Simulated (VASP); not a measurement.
A convergence study with VASP on Y (space group no. 194 when undisturbed): one setting is varied, all else stays as given below, so the limit is that of these other settings. One atom is moved off its site, so that forces are finite.

```
CELL_PARAMETERS angstrom
      1.81953    -3.15151     0.00000
      1.81953     3.15151     0.00000
      0.00000     0.00000     5.71281
ATOMIC_POSITIONS crystal
  Y  0.33333 0.66667 0.25875
  Y  0.66667 0.33333 0.75000
```

Calculation: PBE GGA, VASP's PBE PAW potentials (set 64) (plane waves; VASP). The tightest run used: 300 eV cut-off, 20×20×11 Γ-centred mesh, Gaussian smearing of 0.10 eV, potentials Y_sv.

Task: The settings run are 2×2×1 mesh; 2×2×2 mesh; 3×3×2 mesh; 4×4×2 mesh; 4×4×3 mesh; 5×5×3 mesh; 6×6×3 mesh; 6×6×4 mesh; 7×7×4 mesh; 8×8×5 mesh; 9×9×5 mesh; 11×11×6 mesh; 12×12×7 mesh; 14×14×8 mesh; 15×15×8 mesh; 17×17×9 mesh; 18×18×10 mesh; 20×20×11 mesh. From which on does the energy per atom stay within 0.005 eV/atom of the tightest run?

Result: From 9×9×5 mesh on: it is off by 0.0010 there and by no more than 0.005 in any finer run, while 8×8×5 mesh is off by 0.0064.
```
setting        E (eV/atom)  pressure (GPa)  largest force (eV/Å)  irreducible k-points  difference judged (eV/atom)
-------------  -----------  --------------  --------------------  --------------------  ---------------------------
2×2×1 mesh         -7.0384           -8.55                 0.218                     2                       0.6106
2×2×2 mesh         -6.8925           -5.24                 0.105                     4                       0.4647
3×3×2 mesh         -6.3747           -0.82                 0.155                     6                       0.0531
4×4×2 mesh         -6.4010            0.79                 0.119                     8                       0.0268
4×4×3 mesh         -6.3965           -0.04                 0.149                     9                       0.0313
5×5×3 mesh         -6.4032           -0.04                 0.183                    12                       0.0246
6×6×3 mesh         -6.4375           -0.51                 0.162                    17                       0.0097
6×6×4 mesh         -6.4344           -0.02                 0.180                    24                       0.0066
7×7×4 mesh         -6.4323           -0.04                 0.168                    28                       0.0045
8×8×5 mesh         -6.4213           -0.09                 0.166                    40                       0.0064
9×9×5 mesh         -6.4268           -0.14                 0.167                    50                       0.0010
11×11×6 mesh       -6.4298           -0.18                 0.174                    84                       0.0021
12×12×7 mesh       -6.4264           -0.08                 0.171                   112                       0.0014
14×14×8 mesh       -6.4287           -0.16                 0.174                   168                       0.0010
15×15×8 mesh       -6.4282           -0.16                 0.172                   192                       0.0005
17×17×9 mesh       -6.4274           -0.12                 0.173                   261                       0.0004
18×18×10 mesh      -6.4276           -0.13                 0.173                   330                       0.0002
20×20×11 mesh      -6.4278           -0.13                 0.173                   429                       0.0000
```

Left out are rungs that failed or repeat a setting and relaxations that didn't move; long series are thinned to 24 rows.

The structure is a typed Y crystal (space group no. 194). The cell was not relaxed at this level, it is distorted from the ideal structure.
